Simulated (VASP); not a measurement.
MgBe: single point with PBE

The system is MgBe.

```
Mg Be
1.0
     2.92475    0.00000    0.00000
    -1.46238    2.53291    0.00000
     0.00000    0.00000    4.23164
Mg Be
1 1
Direct
  0.33333 0.66667 0.50000
  0.00000 0.00000 0.00000
```

The cell was built by a generator and needn't be a form met in nature.

```json
{"Program": "VASP 6.6.1", "Task": "single point", "Functional": "PBE", "Potentials or basis": "VASP PAW PBE potentials, release 64 (Mg, Be)", "Cutoff": "520 eV", "k mesh": "6 × 6 × 4", "Occupations": "gaussian, width 0.1 eV", "Spin": "no spin polarisation", "Dipole correction": "no", "Further INCAR settings": "ALGO = Normal; EDIFF = 1e-07; NBANDS = 9"}
```

| Item | Value |
| --- | --- |
| Pressure | -1.5 GPa |
| Band gap on the k mesh | none (metal or under the smearing width) |

Stress tensor (GPa, compression positive):
```
 0.09  0.00  0.00
 0.00  0.09  0.00
 0.00  0.00 -4.56
```

Levels at points of the mesh, in eV from the Fermi level:
| k point | band 1 | band 2 | band 3 | band 4 | band 5 | band 6 | band 7 |
| --- | --- | --- | --- | --- | --- | --- | --- |
| (0.00, 0.00, 0.00) | -8.16 | -1.64 | 0.49 | 8.67 | 8.67 | 14.12 | 14.12 |
| (0.50, 0.00, 0.00) | -3.09 | -2.77 | 2.22 | 4.89 | 5.62 | 5.68 | 5.95 |
| (0.00, 0.00, 0.50) | -6.27 | -6.27 | 7.09 | 9.10 | 9.10 | 10.35 | 13.98 |
| (0.50, 0.00, 0.50) | -1.98 | -1.62 | -0.78 | 0.51 | 6.15 | 10.29 | 10.61 |

Run time: 2.6 s on 1 thread of Intel(R) Xeon(R) 6975P-C (Granite Rapids), on a shared host, peak memory 0.14 GiB.

Caveat: the k mesh is coarse (spacing up to 0.41 Å⁻¹), so the values aren't converged.
